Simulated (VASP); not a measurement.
Here is a VASP 6.6.1 calculation.

The input INCAR:

```
SYSTEM = Pd
PREC = Accurate
ENCUT = 600
EDIFF = 1E-7
ISMEAR = 1
SIGMA = 0.1
LREAL = .False.
LASPH = .True.
NELM = 80
ALGO = Normal
ISIF = 3
LWAVE = .False.
LCHARG = .False.
GGA = MK
LUSE_VDW = .True.
AGGAC = 0.0
PARAM1 = 0.1234
PARAM2 = 0.711357
ZAB_VDW = -1.8867
IBRION = 2
NSW = 90
EDIFFG = -0.005
```

The input KPOINTS:

```
Automatic mesh
0
Gamma
  16 16 16
  0 0 0
```

Contents of POSCAR:

```
Pd                                      
1.0
    0.0000000000      1.9539343692      1.9539343692
    1.9539343692     -0.0000000000      1.9539343692
    1.9539343692      1.9539343692      0.0000000000
  Pd            
     1
Direct
     0.0000000000000000    0.0000000000000000    0.0000000000000000
```

Potentials or basis: VASP PAW PBE potentials, release 64 (Pd).

Run with:

```bash
$ cat potpaw_PBE.64/Pd/POTCAR > POTCAR
$ mpirun -np 1 vasp_std > vasp.out
```

Task: Estimate the band gap on the k mesh.

Result: None (metal or under the smearing width).

Final structure:
```cif
data_structure
_symmetry_space_group_name_H-M 'P 1'
_symmetry_Int_Tables_number 1
_cell_length_a 2.7633
_cell_length_b 2.7633
_cell_length_c 2.7633
_cell_angle_alpha 60.000
_cell_angle_beta 60.000
_cell_angle_gamma 60.000
_cell_volume 14.92
loop_
_atom_site_label
_atom_site_type_symbol
_atom_site_fract_x
_atom_site_fract_y
_atom_site_fract_z
_atom_site_occupancy
Pd1 Pd 0.00000 0.00000 0.00000 1
```

Caveat: the relaxation stopped at its first step, so nothing moved.
